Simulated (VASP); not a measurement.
An input for Ansatz (written as the equivalent of a VASP run, and not itself run):

Ansatz 0.2 input:
```yaml
crystal:
  lattice:
    - [-1.6223571, 1.6223571, 1.6223571]
    - [1.6223571, -1.6223571, 1.6223571]
    - [1.6223571, 1.6223571, -1.6223571]
  atoms:
    - { symbol: K, position: [0.0000000, 0.0000000, 0.0000000] }
kpoints:
  mp_grid: { grid: [16, 16, 16] }
hamiltonian:
  xc: pbe
  pseudopotentials: { kind: paw }
scf:
  occupations: { method: methfessel_paxton, width: 0.1 }
  max_iter: 100
relax:
  max_steps: 40
  f_tol: 0.02
  cell: { p_target: 45 }
output: { forces: true, stress: true, eigenvalues: true }
```

Q: Write the VASP files for the same calculation (PBE).

A: One answer among several that fit: 
### KPOINTS
```
K-points
0
gamma
16 16 16
```

**INCAR**
```
# general
SYSTEM  = K
PREC    = Accurate
ENCUT   = 500
LREAL   = F   # projection in real space or not
LASPH   = T

# electronic loop
EDIFF   = 1E-6
NELM    = 100   # most electronic steps
ALGO    = Normal

# smearing
ISMEAR  = 1
SIGMA   = 0.1   # width (eV)

# functional
GGA     = PE

# ions
IBRION  = 2   # conjugate gradients
NSW     = 40   # most ionic steps
ISIF    = 3   # ions, shape and volume
EDIFFG  = -0.02   # ionic stop
PSTRESS = 450

# output
LWAVE   = F
LCHARG  = F
```

**POSCAR**
```
K
1
   -1.6223570862     1.6223570862     1.6223570862
    1.6223570862    -1.6223570862     1.6223570862
    1.6223570862     1.6223570862    -1.6223570862
K
1
Direct
  0.0000000000   0.0000000000   0.0000000000
```

POTCAR, in this order: K_sv (PBE.64 set). Program: vasp_std.

What does not carry over: each code has its own PAW files, so the cut-off isn't converted (ENCUT is set for VASP's; basis.ecutwfc is left out, and Ansatz then takes the one that its files recommend); Ansatz stops its SCF on the density residual and VASP on the energy change (EDIFF).

The compound is K in the bcc structure. It was relaxed first under an external pressure of 45 GPa.
